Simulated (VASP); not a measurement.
Input for VASP

**KPOINTS**
```
Automatic mesh
0
Gamma
1 1 1
0 0 0
```

**INCAR**
```
SYSTEM = KCl
PREC = Accurate; ENCUT = 300; LREAL = .False.
LASPH = .True.
EDIFF = 1E-6; NELM = 100; ALGO = Normal
ISMEAR = 0; SIGMA = 0.01
GGA = RE
ISIF = 2
LWAVE = .False.; LCHARG = .False.
```

### POSCAR
```
KCl
1
    0.0000000000     3.1622920000     3.1622920000
    3.1622920000     0.0000000000     3.1622920000
    3.1622920000     3.1622920000     0.0000000000
K Cl
1 1
Direct
  0.0000000000   0.0000000000   0.0000000000
  0.5000000000   0.5000000000   0.5000000000
```

POTCAR, in this order: K_sv Cl (PBE.64 set). Program: vasp_std.

Q: Write an equivalent input for Ansatz.

A: One equivalent input (not run):
Ansatz 0.2 input:
```yaml
crystal:
  lattice:
    - [0.0000000, 3.1622920, 3.1622920]
    - [3.1622920, 0.0000000, 3.1622920]
    - [3.1622920, 3.1622920, 0.0000000]
  atoms:
    - { symbol: K, position: [0.0000000, 0.0000000, 0.0000000] }
    - { symbol: Cl, position: [0.5000000, 0.5000000, 0.5000000] }
kpoints:
  mp_grid: { grid: [1, 1, 1] }
hamiltonian:
  xc: revpbe
  pseudopotentials: { kind: paw }
scf:
  occupations: { method: gaussian, width: 0.01 }
  max_iter: 100
output: { forces: true, stress: true, eigenvalues: true }
```
Limits of the translation: each code has its own PAW files, so the cut-off isn't converted (ENCUT is set for VASP's; basis.ecutwfc is left out, and Ansatz then takes the one that its files recommend); Ansatz stops its SCF on the density residual and VASP on the energy change (EDIFF).

The structure comes from a computed database's KCl entry; how it stands against other phases isn't given here. The cell was not relaxed at this level. The k-mesh is coarse (spacing up to 1.72 per Å, 2π included), so the numbers may not be converged in it. The run is one of a series of settings (KPOINTS 1×1×1 Γ-centred mesh against the base run), some of them coarse on purpose.
